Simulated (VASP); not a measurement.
These are TPSS meta-GGA, VASP's PBE PAW potentials (set 64) (plane waves; VASP 6.6.1) values and carry that method's errors.

VASP ran on this input.

**KPOINTS**
```
kpoints
0
G
6 6 4
0 0 0
```

File POSCAR:
```
CdS
1.0
  2.0614901178  -3.5706054466   0.0000000000
  2.0614901178   3.5706054466   0.0000000000
  0.0000000000   0.0000000000   6.6911221196
Cd S
2 2
Cart
  2.0614901178  -1.1902041959   3.3452047943
  2.0614901178   1.1902041959   6.6907658541
  2.0614901178  -1.1902041959   5.8684703643
  2.0614901178   1.1902041959   2.5229093045
```

### INCAR
```
LWAVE  =  F
LREAL  =  F
NSW  =  30   # most ionic steps
SYSTEM  =  CdS
LMAXMIX  =  4   # l cut-off of mixed one-centre charges
LMIXTAU  =  T
METAGGA  =  TPSS
SIGMA  =  0.05
NELM  =  100   # most electronic steps
LCHARG  =  F
ALGO  =  Normal   # blocked Davidson
EDIFFG  =  -0.01
ISMEAR  =  0
ISIF  =  4
PREC  =  Accurate
EDIFF  =  1E-7
IBRION  =  2   # conjugate gradients
LASPH  =  T
ENCUT  =  520   # plane-wave cut-off (eV)
```

POTCAR, in this order: Cd S (PBE.64 set). Program: vasp_std.

Output

OUTCAR:
```
 ion  position               nearest neighbor table
   1  0.667  0.333  0.500-   4 2.52   4 2.52   4 2.52   3 2.52
   2  0.333  0.667  1.000-   3 2.52   3 2.52   3 2.52   4 2.52
   3  0.667  0.333  0.877-   2 2.52   2 2.52   2 2.52   1 2.52
   4  0.333  0.667  0.377-   1 2.52   1 2.52   1 2.52   2 2.52
  LATTYP: Found a hexagonal cell.
 ALAT       =     4.1229800825
 C/A-ratio  =     1.6228849002
 Subroutine PRICEL returns:
 Original cell was already a primitive cell.
 Subroutine GETGRP returns: Found 12 space group operations
The static configuration has the point symmetry C_3v.
 The point group associated with its full space group is C_6v.
The dynamic configuration has the point symmetry C_3v.
 Subroutine INISYM returns: Found 12 space group operations
 Subroutine IBZKPT returns following result:
 Found     21 irreducible k-points:

 Following reciprocal coordinates:
            Coordinates               Weight
  0.000000  0.000000  0.000000      1.000000
  0.166667  0.000000  0.000000      6.000000
  0.333333 -0.000000  0.000000      6.000000
  0.500000 -0.000000  0.000000      3.000000
  0.166667  0.166667  0.000000      6.000000
  0.333333  0.166667  0.000000     12.000000
  0.333333  0.333333  0.000000      2.000000
  0.000000  0.000000  0.250000      2.000000
  0.166667  0.000000  0.250000     12.000000
  0.333333 -0.000000  0.250000     12.000000
  0.500000 -0.000000  0.250000      6.000000
  0.166667  0.166667  0.250000     12.000000
  0.333333  0.166667  0.250000     24.000000
  0.333333  0.333333  0.250000      4.000000
  0.000000  0.000000  0.500000      1.000000
  0.166667  0.000000  0.500000      6.000000
  0.333333 -0.000000  0.500000      6.000000
  0.500000 -0.000000  0.500000      3.000000
  0.166667  0.166667  0.500000      6.000000
  0.333333  0.166667  0.500000     12.000000
...
```

### OSZICAR
```
       N       E                     dE             d eps       ncg     rms          rms(c)
DAV:   1     0.221401761268E+03    0.22140E+03   -0.17925E+04   924   0.153E+03
DAV:   2    -0.303357247653E+02   -0.25174E+03   -0.24544E+03  1020   0.370E+02
DAV:   3    -0.442098651853E+02   -0.13874E+02   -0.13799E+02  1140   0.873E+01
DAV:   4    -0.443717408244E+02   -0.16188E+00   -0.16174E+00  1092   0.928E+00
DAV:   5    -0.443742266716E+02   -0.24858E-02   -0.24856E-02  1122   0.113E+00    0.137E+01
DAV:   6    -0.398651160630E+02    0.45091E+01   -0.74451E+00   942   0.379E+01    0.102E+01
DAV:   7    -0.386889796795E+02    0.11761E+01   -0.17890E+00   978   0.139E+01    0.542E+00
DAV:   8    -0.393759798020E+02   -0.68700E+00   -0.35138E+00   930   0.159E+01    0.331E+00
DAV:   9    -0.388303008224E+02    0.54568E+00   -0.17394E+00   924   0.116E+01    0.119E+00
DAV:  10    -0.388004677127E+02    0.29833E-01   -0.80373E-02  1106   0.183E+00    0.420E-01
DAV:  11    -0.389412729852E+02   -0.14081E+00   -0.23216E-02   924   0.160E+00    0.344E-01
DAV:  12    -0.389365451594E+02    0.47278E-02   -0.20737E-03   948   0.497E-01    0.335E-01
DAV:  13    -0.389673690751E+02   -0.30824E-01   -0.19670E-02   930   0.141E+00    0.216E-01
DAV:  14    -0.389699366908E+02   -0.25676E-02   -0.76861E-04  1128   0.249E-01    0.180E-01
DAV:  15    -0.389704676730E+02   -0.53098E-03   -0.13552E-03   930   0.276E-01    0.864E-02
DAV:  16    -0.389702415678E+02    0.22611E-03   -0.41937E-04  1068   0.121E-01    0.524E-02
DAV:  17    -0.389707287351E+02   -0.48717E-03   -0.60110E-05   960   0.916E-02    0.435E-02
DAV:  18    -0.389707957767E+02   -0.67042E-04   -0.60743E-04   924   0.162E-01    0.818E-02
DAV:  19    -0.389708036116E+02   -0.78350E-05   -0.68616E-05  1074   0.866E-02    0.292E-02
DAV:  20    -0.389708138925E+02   -0.10281E-04   -0.44265E-05   936   0.434E-02    0.234E-02
DAV:  21    -0.389708366659E+02   -0.22773E-04   -0.57787E-06  1008   0.209E-02    0.119E-02
DAV:  22    -0.389708381450E+02   -0.14791E-05   -0.97306E-07   922   0.686E-03    0.705E-03
DAV:  23    -0.389708387987E+02   -0.65370E-06   -0.12504E-06   928   0.826E-03    0.184E-03
DAV:  24    -0.389708391367E+02   -0.33799E-06   -0.61726E-08   790   0.229E-03    0.147E-03
DAV:  25    -0.389708390709E+02    0.65802E-07   -0.38246E-08   624   0.168E-03
   1 F= -.38970839E+02 E0= -.38970839E+02  d E =-.389708E+02
```

**OUTCAR**
```
------------------------ aborting loop because EDIFF is reached ----------------------------------------
  FORCE on cell =-STRESS in cart. coord.  units (eV):
  Direction    XX          YY          ZZ          XY          YZ          ZX
  --------------------------------------------------------------------------------------
  Total        2.3343990      2.3343987      2.2980627      0.0000000      0.0000000      0.0000000
  in kB       37.9693874     37.9693836     37.3783729      0.0000000      0.0000000      0.0000000
  external PRESSURE =      37.7723813 kB  Pullay stress =       0.0000000 kB
  volume of cell :       98.50
      direct lattice vectors                 reciprocal lattice vectors
     2.061490118 -3.570605447  0.000000000     0.242543001 -0.140032274  0.000000000
     2.061490118  3.570605447  0.000000000     0.242543001  0.140032274  0.000000000
     0.000000000  0.000000000  6.691122120     0.000000000  0.000000000  0.149451763
  FREE ENERGIE OF THE ION-ELECTRON SYSTEM (eV)
  ---------------------------------------------------
  free  energy   TOTEN  =       -38.9708390709 eV

  energy  without entropy=      -38.9708390709  energy(sigma->0) =      -38.97083907

 reached required accuracy - stopping structural energy minimisation
```
(Selected blocks of OUTCAR.)

The compound is CdS in the wurtzite structure. This cell is one point of a volume scan, at 0.94 of the reference volume.
